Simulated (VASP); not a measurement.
OSZICAR of a VASP run on NaI (rock salt):

OSZICAR:
```
       N       E                     dE             d eps       ncg     rms          rms(c)
DAV:   1     0.832118665881E+02    0.83212E+02   -0.68960E+03   440   0.116E+03
DAV:   2     0.517497758966E+01   -0.78037E+02   -0.73750E+02   499   0.237E+02
DAV:   3    -0.124163507013E+01   -0.64166E+01   -0.63774E+01   542   0.684E+01
DAV:   4    -0.142808122690E+01   -0.18645E+00   -0.18634E+00   530   0.125E+01
DAV:   5    -0.143357425205E+01   -0.54930E-02   -0.54929E-02   562   0.212E+00    0.152E+00
DAV:   6    -0.138030053587E+01    0.53274E-01   -0.81181E-02   506   0.206E+00    0.103E+00
DAV:   7    -0.137500652738E+01    0.52940E-02   -0.65620E-02   503   0.171E+00    0.532E-01
DAV:   8    -0.137721961491E+01   -0.22131E-02   -0.45852E-03   464   0.748E-01    0.118E-01
DAV:   9    -0.137718824766E+01    0.31367E-04   -0.11017E-04   500   0.126E-01    0.340E-02
DAV:  10    -0.137720118250E+01   -0.12935E-04   -0.37091E-05   500   0.822E-02    0.659E-03
DAV:  11    -0.137720135973E+01   -0.17722E-06   -0.48409E-06   488   0.299E-02    0.287E-03
DAV:  12    -0.137720139436E+01   -0.34631E-07   -0.59675E-07   494   0.625E-03
   1 F= -.13772014E+01 E0= -.13772014E+01  d E =-.121229E-18
```

Q: Which electronic solver shows in the log?

A: It is blocked Davidson (ALGO = Normal, or the opening steps of other solvers). The INCAR had ALGO = Normal.

Q: Can the final energy be trusted as converged?

A: The run converged. It stopped with EDIFF = 1E-7, NELM = 100 (optB86b-vdW, plane waves, VASP's PBE PAW potentials (set 64)).

The compound is NaI in the rock salt structure. This cell is one point of a volume scan, at 0.94 of the reference volume.
